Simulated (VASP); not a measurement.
Data:

```
HfN
1.0
    0.00000     2.26908     2.26908
    2.26908     0.00000     2.26908
    2.26908     2.26908     0.00000
Hf N
1 1
Direct
  0.00000   0.00000   0.00000
  0.50000   0.50000   0.50000
```

All values below come from SCAN meta-GGA, VASP's PBE PAW potentials (set 64) (plane waves; VASP). Settings: 520 eV cut-off, 14×14×14 Γ-centred mesh, first-order Methfessel-Paxton smearing of 0.10 eV, potentials Hf_pv N.

Question: Give the stress tensor in GPa (positive for a compressed cell).

Answer: 
```
-8.19   0.00   0.00
 0.00  -8.19   0.00
 0.00   0.00  -8.19
```
The pressure is its mean diagonal, -8.19 GPa.

The compound is HfN in the rock salt structure. This cell is one point of a volume scan, at 1.03 of the reference volume. The electron count is odd and the run is not spin-polarised, which forces a metal.
